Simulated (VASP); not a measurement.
Consider the following.

```xyz
2
Lattice="0.0000 2.0905 2.1776 2.1776 0.0000 2.1776 2.1776 2.0905 0.0000" Properties=species:S:1:pos:R:3 pbc="T T T"
Si     0.0000     0.0000     0.0000
C      1.0888     1.0452     1.0888
```

Calculation: r2SCAN meta-GGA, VASP's PBE PAW potentials (set 64) (plane waves; VASP). Numerical set-up: 600 eV cut-off, 10×10×10 Γ-centred mesh, Gaussian smearing of 0.050 eV, potentials Si C.

Give the stress tensor in GPa (positive for a compressed cell).

```
 6.18   0.00   0.00
 0.00  16.75   0.00
 0.00   0.00   6.18
```
The pressure is its mean diagonal, 9.70 GPa.

The compound is SiC in the zinc blende structure. This cell was strained or had an atom moved on purpose.
